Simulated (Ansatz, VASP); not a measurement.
## One calculation of BH12C3N, two programs

```xyz
17
Lattice="4.5396 2.6209 1.9641 -4.5396 2.6209 1.9641 0.0000 -5.2419 1.9641" Properties=species:S:1:pos:R:3 pbc="T T T"
B     0.0000    0.0000    5.4100
H    -1.2052    0.6958    2.1776
H     0.0000   -1.3917    2.1776
H     1.2052    0.6958    2.1776
H    -2.0981    0.1799    3.6481
H     0.8932   -1.9070    3.6481
H     1.2049    1.7270    3.6481
H    -1.2049    1.7270    3.6481
H     2.0981    0.1799    3.6481
H    -0.8932   -1.9070    3.6481
H     0.0000   -4.0734    1.8380
H     3.5277    2.0367    1.8380
H    -3.5277    2.0367    1.8380
C    -1.2097    0.6984    3.2752
C     0.0000   -1.3969    3.2752
C     1.2097    0.6984    3.2752
N     0.0000    0.0000    3.7907
```

Alike in both runs: functional PBE; k mesh 6 × 6 × 6; occupations fermi-dirac, width 0.02 eV; no spin polarisation.

Ansatz relaxed the structure, and its values are those at the end. VASP's run is a single point on that final structure, the one shown.

|  | VASP | Ansatz |
| --- | --- | --- |
| version | VASP 6.6.1 | Ansatz 0.2.0 |
| potentials or method | VASP PAW PBE potentials, release 64 (B, H, C, N) | plane-wave PAW, scalar-relativistic |
| plane-wave cutoff (eV) | 520 | 420 |
| valence electrons in the cell | 32 | 32 |

Ansatz gave:

* gap on the k mesh at the Fermi level (eV): 6.29
* pressure (GPa): 0.7
* rms of the force components (eV/Å): 0.004

Question: Which values does VASP return?

Answer: gap on the k mesh at the Fermi level (eV): 6.29; pressure (GPa): 0.6; rms of the force components (eV/Å): 0.011.

The functional is the same, so the differences come from potentials, cutoffs and numerics. Ansatz warned: «stress_scf_threshold_loose».

A k mesh can miss the band edges.
